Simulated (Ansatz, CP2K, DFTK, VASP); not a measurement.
**One calculation of WS, 5 ways**

```
CELL_PARAMETERS angstrom
3.00789 0.00000 0.00000
0.00000 3.00789 0.00000
0.00000 0.00000 3.00789
ATOMIC_POSITIONS crystal
W 0.50000 0.50000 0.50000
S 0.00000 0.00000 0.00000
```

The cell comes from a database or a generator and needn't be the stable form of this composition.

Alike in all runs: task equation of state; functional PBE; k mesh 9 × 9 × 9; occupations fermi-dirac, width 0.05 eV; no spin polarisation; no spin-orbit coupling.

```tsv
program and potentials	plane-wave cutoff (eV)	notes	equilibrium volume (Å³/atom)	bulk modulus (GPa)
Ansatz, Ansatz PAW	420	-	13.63	242.2
VASP, PBE PAW files S, W_sv, 520 eV	520	-	13.65	242.3
CP2K, POTENTIAL_UZH W GTH-PBE-q14, S GTH-PBE-q6; TZVP-MOLOPT-PBE-GTH basis	-	atomic basis	13.53	243.9
Ansatz, Ansatz PAW (earlier soft set)	420	-	13.63	242.3
DFTK, PseudoDojo SR PBE 0.4.1 standard (PBE)	1007	-	?	?
```

Estimate from the other rows what the run with DFTK, PseudoDojo SR PBE 0.4.1 standard (PBE) gave.

Equilibrium volume 13.64 Å³/atom; bulk modulus 242.3 GPa. The other rows, which needn't bracket it: equilibrium volume 13.53 to 13.65; bulk modulus 242.2 to 243.9.
